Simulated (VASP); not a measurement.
Given:

```
AsB
1.0
    0.00000     2.35906     2.35906
    2.35906     0.00000     2.35906
    2.35906     2.35906     0.00000
B As
1 1
Cartesian
  0.00000   0.00000   0.00000
  1.17953   1.17953   1.17953
```

Computed with PBE GGA, VASP's PBE PAW potentials (set 64) (plane waves; VASP). Run with 520 eV cut-off, 9×9×9 Γ-centred mesh, Gaussian smearing of 0.050 eV, potentials B As.

Problem. Estimate the energy per atom (σ→0), pressure.

Solution. 
```
Property                               Result
---------------------  ----------------------
energy per atom (σ→0)  -548.4 kJ/mol of atoms
pressure                             9.29 GPa
```

Total energies compare only between runs with the same potentials, cut-off and functional.

The compound is BAs in the zinc blende structure. This cell is one point of a volume scan, at 0.94 of the reference volume.
